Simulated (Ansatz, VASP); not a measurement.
**One calculation of Hf2Pd2Se2Br2O3, two programs**

File INCAR:

```
SYSTEM = Hf2Pd2Se2Br2O3
PREC = Accurate
ENCUT = 520
EDIFF = 1E-7
ISMEAR = -1
SIGMA = 0.05
LREAL = .False.
LASPH = .True.
NELM = 80
ALGO = Normal
ISIF = 2
LWAVE = .False.
LCHARG = .False.
GGA = PE
NBANDS = 53
KPAR = 4
```

Contents of KPOINTS:

```
Automatic mesh
0
Gamma
  6 6 3
  0 0 0
```

Contents of POSCAR:

```
Hf2Pd2Se2Br2O3
1.0
    5.6811562696      0.0000000000      0.0000000000
   -2.8405732024      4.9200240344      0.0000000000
    0.0000000000      0.0000000000      8.4102468213
Hf Pd Se Br O
2 2 2 2 3
Direct
    0.3333300000      0.6666700000      0.5420100000
    0.6666700000      0.3333300000      0.5420100000
    0.3333300000      0.6666700000      0.1288000000
    0.6666700000      0.3333300000      0.1288000000
    0.3333300000      0.6666700000      0.8557200000
    0.6666700000      0.3333300000      0.8557200000
    0.0000000000      0.0000000000      0.1389500000
    0.0000000000      0.0000000000      0.6538400000
    0.5000000000      0.0000000000      0.4296300000
    0.0000000000      0.5000000000      0.4296300000
    0.5000000000      0.5000000000      0.4296300000
```

File input.yaml:

```yaml
crystal:
  lattice:
    - [5.6811562696, 0.0, 0.0]
    - [-2.8405732024, 4.9200240344, 0.0]
    - [0.0, 0.0, 8.4102468213]
  atoms:
    - { symbol: Hf, position: [0.33333, 0.66667, 0.54201] }
    - { symbol: Hf, position: [0.66667, 0.33333, 0.54201] }
    - { symbol: Pd, position: [0.33333, 0.66667, 0.1288] }
    - { symbol: Pd, position: [0.66667, 0.33333, 0.1288] }
    - { symbol: Se, position: [0.33333, 0.66667, 0.85572] }
    - { symbol: Se, position: [0.66667, 0.33333, 0.85572] }
    - { symbol: Br, position: [0.0, 0.0, 0.13895] }
    - { symbol: Br, position: [0.0, 0.0, 0.65384] }
    - { symbol: O, position: [0.5, 0.0, 0.42963] }
    - { symbol: O, position: [0.0, 0.5, 0.42963] }
    - { symbol: O, position: [0.5, 0.5, 0.42963] }
hamiltonian:
  xc: pbe
  pseudopotentials: { kind: paw }
kpoints:
  mp_grid: { grid: [6, 6, 3] }
scf:
  occupations: { method: fermi_dirac, width: 0.05 }
output:
  forces: true
  stress: true
  eigenvalues: true
```

Change from the starting cell: volume scaled by 0.96.

Alike in both runs: task single point; functional PBE; k mesh 6 × 6 × 3; occupations fermi-dirac, width 0.05 eV; no spin polarisation.

|  | VASP | Ansatz |
| --- | --- | --- |
| version | VASP 6.6.1 | Ansatz 0.2.0 |
| potentials or method | VASP PAW PBE potentials, release 64 (Hf_pv, Pd, Se, Br, O) | Ansatz PAW |
| plane-wave cutoff (eV) | 520 | 420 |
| valence electrons in the cell | 84 | 152 |

VASP gave:

| Quantity | Value |
| --- | --- |
| gap on the k mesh at the Fermi level (eV) | none |
| pressure (GPa) | 3.0 |
| largest component of the traceless stress (GPa) | 0.42 |
| rms of the force components (eV/Å) | 0.256 |

Q: Which values does Ansatz return?

A: gap on the k mesh at the Fermi level (eV): none; pressure (GPa): 3.4; largest component of the traceless stress (GPa): 0.37; rms of the force components (eV/Å): 0.308.

Atom by atom the forces differ by 0.059 eV/Å (rms over components). A gap of «none» marks a metal or a gap that the smearing closes. The functional is the same, so the differences come from potentials, cutoffs and numerics. The two sets of potentials don't hold the same shells in valence.

Spin-orbit coupling is left out, which matters for the levels of Hf.
